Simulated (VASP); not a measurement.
Output of a VASP run:

### OSZICAR
```
...
       N       E                     dE             d eps       ncg     rms          rms(c)
DAV:   1    -0.211960919469E+02   -0.43065E-03   -0.69462E-03  2880   0.713E-01    0.194E-01
DAV:   2    -0.211958692203E+02    0.22273E-03   -0.26881E-04  2956   0.168E-01    0.820E-02
DAV:   3    -0.211958352046E+02    0.34016E-04   -0.13951E-04  3676   0.117E-01    0.823E-03
DAV:   4    -0.211958365963E+02   -0.13917E-05   -0.33622E-06  2796   0.141E-02    0.440E-03
DAV:   5    -0.211958372670E+02   -0.67075E-06   -0.28506E-07  1452   0.539E-03
   4 F= -.21195837E+02 E0= -.21195367E+02  d E =-.390722E-01
       N       E                     dE             d eps       ncg     rms          rms(c)
DAV:   1    -0.211958497582E+02   -0.13162E-04   -0.66368E-04  2888   0.221E-01    0.599E-02
DAV:   2    -0.211958301518E+02    0.19606E-04   -0.25117E-05  2956   0.513E-02    0.254E-02
DAV:   3    -0.211958279692E+02    0.21826E-05   -0.13185E-05  3520   0.361E-02    0.255E-03
DAV:   4    -0.211958280731E+02   -0.10392E-06   -0.30410E-07  1452   0.441E-03
   5 F= -.21195828E+02 E0= -.21195359E+02  d E =-.390630E-01
       N       E                     dE             d eps       ncg     rms          rms(c)
DAV:   1    -0.211973641743E+02   -0.15362E-02   -0.12657E-01  2932   0.314E+00    0.189E-01
DAV:   2    -0.211962092902E+02    0.11549E-02   -0.13478E-03  3480   0.487E-01    0.948E-02
DAV:   3    -0.211958519143E+02    0.35738E-03   -0.64837E-04  3236   0.219E-01    0.183E-02
DAV:   4    -0.211958536707E+02   -0.17564E-05   -0.41773E-05  2960   0.856E-02    0.972E-03
DAV:   5    -0.211958531748E+02    0.49596E-06   -0.71170E-07  1680   0.933E-03
   6 F= -.21195853E+02 E0= -.21195373E+02  d E =-.251017E-04
       N       E                     dE             d eps       ncg     rms          rms(c)
DAV:   1    -0.211965129553E+02   -0.65928E-03   -0.30048E-02  2932   0.153E+00    0.924E-02
DAV:   2    -0.211962341038E+02    0.27885E-03   -0.32121E-04  3480   0.238E-01    0.463E-02
DAV:   3    -0.211961487304E+02    0.85373E-04   -0.15432E-04  3216   0.107E-01    0.897E-03
DAV:   4    -0.211961490415E+02   -0.31103E-06   -0.99161E-06  2904   0.417E-02
   7 F= -.21196149E+02 E0= -.21195679E+02  d E =-.320968E-03
       N       E                     dE             d eps       ncg     rms          rms(c)
DAV:   1    -0.211963778457E+02   -0.22912E-03   -0.85859E-03  2880   0.791E-01    0.214E-01
DAV:   2    -0.211960934587E+02    0.28439E-03   -0.32716E-04  2952   0.185E-01    0.909E-02
DAV:   3    -0.211960413993E+02    0.52059E-04   -0.17287E-04  3684   0.130E-01    0.925E-03
DAV:   4    -0.211960434289E+02   -0.20296E-05   -0.43963E-06  2884   0.162E-02    0.497E-03
DAV:   5    -0.211960435940E+02   -0.16510E-06   -0.34714E-07  1464   0.587E-03
   8 F= -.21196044E+02 E0= -.21195571E+02  d E =0.105447E-03
       N       E                     dE             d eps       ncg     rms          rms(c)
DAV:   1    -0.211963468564E+02   -0.30343E-03   -0.52328E-03  2884   0.617E-01    0.167E-01
DAV:   2    -0.211961819064E+02    0.16495E-03   -0.20027E-04  2956   0.145E-01    0.705E-02
DAV:   3    -0.211961571288E+02    0.24778E-04   -0.10384E-04  3672   0.101E-01    0.714E-03
DAV:   4    -0.211961581483E+02   -0.10195E-05   -0.23937E-06  2232   0.122E-02    0.464E-03
DAV:   5    -0.211961586578E+02   -0.50950E-06   -0.28889E-07  1460   0.704E-03
   9 F= -.21196159E+02 E0= -.21195688E+02  d E =-.961633E-05
```

File OUTCAR:
```
------------------------ aborting loop because EDIFF is reached ----------------------------------------
  FORCE on cell =-STRESS in cart. coord.  units (eV):
  Direction    XX          YY          ZZ          XY          YZ          ZX
  --------------------------------------------------------------------------------------
  Total        0.0036629      0.0036629      0.0046780      0.0000000      0.0000000     -0.0000000
  in kB        0.2036770      0.2036770      0.2601198      0.0000000      0.0000000     -0.0000000
  external PRESSURE =       0.2224913 kB  Pullay stress =       0.0000000 kB
  volume of cell :       28.81
      direct lattice vectors                 reciprocal lattice vectors
     1.382070538 -2.393816025  0.000000000     0.361776036 -0.208871523 -0.000000000
     1.382070538  2.393816025 -0.000000000     0.361776036  0.208871523  0.000000000
    -0.000000000 -0.000000000  4.354587975     0.000000000  0.000000000  0.229642852
 POSITION                                       TOTAL-FORCE (eV/Angst)
 -----------------------------------------------------------------------------------
      1.38207      0.79794      1.08865        -0.000000      0.000000      0.000000
      1.38207     -0.79794      3.26594         0.000000     -0.000000      0.000000
 -----------------------------------------------------------------------------------
    total drift:                                0.000000      0.000025     -0.000020
  FREE ENERGIE OF THE ION-ELECTRON SYSTEM (eV)
  ---------------------------------------------------
  free  energy   TOTEN  =       -21.1961586578 eV

  energy  without entropy=      -21.1947455121  energy(sigma->0) =      -21.19568761

 reached required accuracy - stopping structural energy minimisation
```
(Selected blocks of OUTCAR.)

File POSCAR:
```
Os
1
    1.3650000000    -2.3642490000     0.0000000000
    1.3650000000     2.3642490000     0.0000000000
    0.0000000000     0.0000000000     4.3200000000
Os
2
Direct
  0.3333330000   0.6666670000   0.2500000000
  0.6666670000   0.3333330000   0.7500000000
```

**Question.** Reconstruct the remaining input files.

**Answer.** Several could match; the one computed here: the input of the run itself, RPBE GGA, plane waves, VASP's PBE PAW potentials (set 64).

**INCAR**
```
ISMEAR = 1   # Methfessel-Paxton
SIGMA = 0.1   # width (eV)
LREAL = .FALSE.
LMAXMIX = 6
PREC = Accurate
LWAVE = .FALSE.
NSW = 60   # most ionic steps
IBRION = 2   # conjugate gradients
EDIFF = 1E-6   # SCF stop (eV)
GGA = RP   # RPBE
LASPH = .TRUE.   # aspherical one-centre terms
LCHARG = .FALSE.
ALGO = Normal
ENCUT = 520
ISIF = 3
SYSTEM = Os
NELM = 100   # most electronic steps
EDIFFG = -0.01
```

File KPOINTS:
```
kpoints
0
gamma
14 14 8
```

POTCAR, in this order: Os (PBE.64 set). Program: vasp_std.

Energy and stress use the plane-wave basis of the starting cell.

The compound is Os in the hcp structure. This run relaxes it. Symmetry was kept, so distortions that lower it aren't found.
